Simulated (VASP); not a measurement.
These are LDA (Ceperley-Alder, Perdew-Zunger), VASP's LDA PAW potentials (set 64) (plane waves; VASP) values and carry that method's errors.

VASP input:

### INCAR
```
LMAXMIX=4   # l cut-off of mixed one-centre charges
ISIF=3   # ions, shape and volume
SIGMA=0.05
ISMEAR=0   # Gaussian
PREC=Accurate
NELM=100   # most electronic steps
EDIFFG=-0.01   # ionic stop
IBRION=2
EDIFF=1E-6   # SCF stop (eV)
LCHARG=.False.
LREAL=.False.
LWAVE=.False.
SYSTEM=KI
ALGO=Normal   # blocked Davidson
LASPH=.True.   # aspherical one-centre terms
NSW=60   # most ionic steps
ENCUT=520   # plane-wave cut-off (eV)
```

POSCAR:
```
KI
1
    0.0000000000     3.5350000000     3.5350000000
    3.5350000000     0.0000000000     3.5350000000
    3.5350000000     3.5350000000     0.0000000000
K I
1 1
Direct
  0.0000000000   0.0000000000   0.0000000000
  0.5000000000   0.5000000000   0.5000000000
```

KPOINTS:
```
Automatic mesh
0
Gamma
 6 6 6
```

POTCAR, in this order: K_sv I (LDA.64 set). Program: vasp_std.

Output of the run:

### OSZICAR
```
       N       E                     dE             d eps       ncg     rms          rms(c)
DAV:   1     0.953738547286E+02    0.95374E+02   -0.66304E+03   384   0.114E+03
DAV:   2     0.201993040488E+00   -0.95172E+02   -0.90380E+02   460   0.270E+02
DAV:   3    -0.586104444813E+01   -0.60630E+01   -0.60389E+01   504   0.591E+01
DAV:   4    -0.622870367401E+01   -0.36766E+00   -0.36725E+00   724   0.129E+01
DAV:   5    -0.622960225031E+01   -0.89858E-03   -0.89855E-03   500   0.700E-01    0.322E+00
DAV:   6    -0.614283290789E+01    0.86769E-01   -0.10987E-01   488   0.227E+00    0.227E+00
DAV:   7    -0.612669862079E+01    0.16134E-01   -0.10388E-01   456   0.192E+00    0.844E-01
DAV:   8    -0.612736968270E+01   -0.67106E-03   -0.15146E-02   488   0.102E+00    0.231E-01
DAV:   9    -0.612725705019E+01    0.11263E-03   -0.54385E-04   500   0.162E-01    0.109E-01
DAV:  10    -0.612732586065E+01   -0.68810E-04   -0.34052E-04   496   0.883E-02    0.125E-01
DAV:  11    -0.612730229951E+01    0.23561E-04   -0.10640E-04   456   0.587E-02    0.134E-02
DAV:  12    -0.612730257431E+01   -0.27479E-06   -0.30757E-06   500   0.157E-02
   1 F= -.61273026E+01 E0= -.61273026E+01  d E =-.612730E+01
       N       E                     dE             d eps       ncg     rms          rms(c)
DAV:   1    -0.642634422343E+01   -0.29904E+00   -0.60256E+00   496   0.254E+01    0.308E+00
DAV:   2    -0.621140877288E+01    0.21494E+00   -0.49259E-01   460   0.705E+00    0.126E+00
DAV:   3    -0.615478648312E+01    0.56622E-01   -0.20551E-01   700   0.387E+00    0.103E+00
DAV:   4    -0.615585668355E+01   -0.10702E-02   -0.39319E-03   480   0.641E-01    0.504E-01
DAV:   5    -0.615628068721E+01   -0.42400E-03   -0.37673E-03   600   0.240E-01    0.912E-02
DAV:   6    -0.615634367023E+01   -0.62983E-04   -0.68286E-05   532   0.550E-02    0.487E-02
DAV:   7    -0.615635779769E+01   -0.14127E-04   -0.14471E-05   620   0.334E-02    0.377E-03
DAV:   8    -0.615635787117E+01   -0.73478E-07   -0.24467E-07   304   0.498E-03
   2 F= -.61563579E+01 E0= -.61563579E+01  d E =-.290553E-01
       N       E                     dE             d eps       ncg     rms          rms(c)
DAV:   1    -0.639726510764E+01   -0.24091E+00   -0.51917E+00   496   0.240E+01    0.286E+00
DAV:   2    -0.621460840931E+01    0.18266E+00   -0.42260E-01   460   0.663E+00    0.118E+00
DAV:   3    -0.616540218786E+01    0.49206E-01   -0.17871E-01   688   0.366E+00    0.973E-01
DAV:   4    -0.616642346382E+01   -0.10213E-02   -0.36902E-03   484   0.641E-01    0.450E-01
DAV:   5    -0.616673952141E+01   -0.31606E-03   -0.32156E-03   600   0.239E-01    0.893E-02
DAV:   6    -0.616680085195E+01   -0.61331E-04   -0.67039E-05   580   0.537E-02    0.437E-02
DAV:   7    -0.616681041530E+01   -0.95634E-05   -0.10450E-05   576   0.311E-02    0.308E-03
DAV:   8    -0.616681044558E+01   -0.30278E-07   -0.23646E-07   300   0.482E-03
   3 F= -.61668104E+01 E0= -.61668104E+01  d E =-.395079E-01
       N       E                     dE             d eps       ncg     rms          rms(c)
DAV:   1    -0.616882961439E+01   -0.20192E-02   -0.44338E-02   488   0.225E+00    0.280E-01
DAV:   2    -0.616729944857E+01    0.15302E-02   -0.36969E-03   492   0.603E-01    0.114E-01
DAV:   3    -0.616686478275E+01    0.43467E-03   -0.13699E-03   688   0.320E-01    0.973E-02
DAV:   4    -0.616687572537E+01   -0.10943E-04   -0.30844E-05   596   0.537E-02    0.354E-02
DAV:   5    -0.616687498082E+01    0.74455E-06   -0.44974E-05   696   0.396E-02    0.766E-03
DAV:   6    -0.616687507921E+01   -0.98382E-07   -0.29329E-07   304   0.553E-03
   4 F= -.61668751E+01 E0= -.61668751E+01  d E =-.395725E-01
```

### OUTCAR
```
------------------------ aborting loop because EDIFF is reached ----------------------------------------
  FORCE on cell =-STRESS in cart. coord.  units (eV):
  Direction    XX          YY          ZZ          XY          YZ          ZX
  --------------------------------------------------------------------------------------
  Total        0.0055619      0.0055619      0.0055619     -0.0000000     -0.0000000      0.0000000
  in kB        0.1120779      0.1120779      0.1120779     -0.0000000     -0.0000000      0.0000000
  external PRESSURE =       0.1120779 kB  Pullay stress =       0.0000000 kB
  volume of cell :       79.51
      direct lattice vectors                 reciprocal lattice vectors
     0.000000000  3.412937093  3.412937093    -0.146501382  0.146501382  0.146501382
     3.412937093 -0.000000000  3.412937093     0.146501382 -0.146501382  0.146501382
     3.412937093  3.412937093  0.000000000     0.146501382  0.146501382 -0.146501382
  FREE ENERGIE OF THE ION-ELECTRON SYSTEM (eV)
  ---------------------------------------------------
  free  energy   TOTEN  =        -6.1668750792 eV

  energy  without entropy=       -6.1668750792  energy(sigma->0) =       -6.16687508

 reached required accuracy - stopping structural energy minimisation
```
(Selected blocks of OUTCAR.)

CONTCAR:
```
KI
   1.00000000000000
     0.0000000000000000    3.4129370930535927    3.4129370930535927
     3.4129370930535927   -0.0000000000000000    3.4129370930535927
     3.4129370930535927    3.4129370930535927    0.0000000000000000
  K               I
     1     1
Direct
     0.0000000000000000    1.0000000000000000    1.0000000000000000
     0.5000000000000000    0.5000000000000000    0.5000000000000000
```

**OUTCAR**
```
 val. band max:       -0.0399285627   @ k =   0.0000   0.0000   0.0000

 cond. band min:       3.8296084685   @ k =   0.0000   0.0000   0.0000


 Fermi energy:         0.2571997559

 k-point     1 :       0.0000    0.0000    0.0000
  band No.  band energies     occupation
      1     -28.0241      2.00000
      2     -11.7660      2.00000
      3     -11.7660      2.00000
      4     -11.7660      2.00000
      5     -10.7837      2.00000
      6      -0.0399      2.00000
      7      -0.0399      2.00000
      8      -0.0399      2.00000
      9       3.8296      0.00000
     10       6.1779      0.00000
     11       6.1779      0.00000
     12       6.1779      0.00000

 k-point     2 :       0.1667    0.0000    0.0000
  band No.  band energies     occupation
      1     -28.0231      2.00000
      2     -11.8627      2.00000
      3     -11.7668      2.00000
      4     -11.7668      2.00000
      5     -10.6428      2.00000
      6      -0.5774      2.00000
      7      -0.1646      2.00000
      8      -0.1646      2.00000
      9       4.5306      0.00000
     10       6.1297      0.00000
     11       6.5023      0.00000
     12       6.5023      0.00000

 k-point     3 :       0.3333    0.0000    0.0000
  band No.  band energies     occupation
      1     -28.0210      2.00000
      2     -12.0092      2.00000
      3     -11.7684      2.00000
      4     -11.7684      2.00000
      5     -10.4037      2.00000
      6      -1.3657      2.00000
      7      -0.3903      2.00000
      8      -0.3903      2.00000
      9       5.1774      0.00000
     10       7.0064      0.00000
     11       7.3072      0.00000
     12       7.3072      0.00000

 k-point     4 :       0.5000    0.0000    0.0000
  band No.  band energies     occupation
      1     -28.0199      2.00000
      2     -12.0691      2.00000
      3     -11.7692      2.00000
      4     -11.7692      2.00000
      5     -10.2954      2.00000
      6      -1.6884      2.00000
...
```

Energy and stress use the plane-wave basis of the starting cell. Unless said otherwise, spin-orbit coupling is left out, though it shifts the bands of the heavy elements here.

The compound is KI in the rock salt structure. This run relaxes it. Symmetry was kept, so distortions that lower it aren't found.
